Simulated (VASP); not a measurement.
Data:

```
Tb
1.0
    1.81365    -3.14133     0.00000
    1.81365     3.14133     0.00000
    0.00000     0.00000     5.64863
Tb
2
Direct
  0.33333   0.66667   0.25000
  0.66667   0.33333   0.75000
```

Calculation: PW91 GGA, VASP's PBE PAW potentials (set 64) (plane waves; VASP). Settings: 520 eV cut-off, Gaussian smearing of 0.050 eV, potentials Tb_3.

The 4f electrons are frozen in the core of the lanthanide potential, so 4f levels, which can set the real gap, and their magnetism are missing.

### Question
Give the energies of bands 7 to 12 at the high-symmetry points, in eV from the Fermi level.

### Answer

| band | Γ | M | K | A | L | H |
|---|---|---|---|---|---|---|
| 7 | -4.88 | -1.80 | -0.95 | -3.29 | -1.87 | -0.57 |
| 8 | -2.10 | -1.42 | -0.63 | -3.29 | -1.87 | -0.57 |
| 9 | 1.51 | -0.96 | -0.63 | 0.99 | 0.03 | -0.36 |
| 10 | 1.72 | 0.20 | -0.33 | 0.99 | 0.03 | -0.36 |
| 11 | 1.72 | 1.38 | 1.16 | 1.62 | 1.80 | 0.64 |
| 12 | 2.14 | 1.62 | 1.16 | 1.62 | 1.80 | 0.64 |

It has no gap at this level: it comes out as a metal or semimetal.

The compound is Tb in the hcp structure. It was relaxed first.
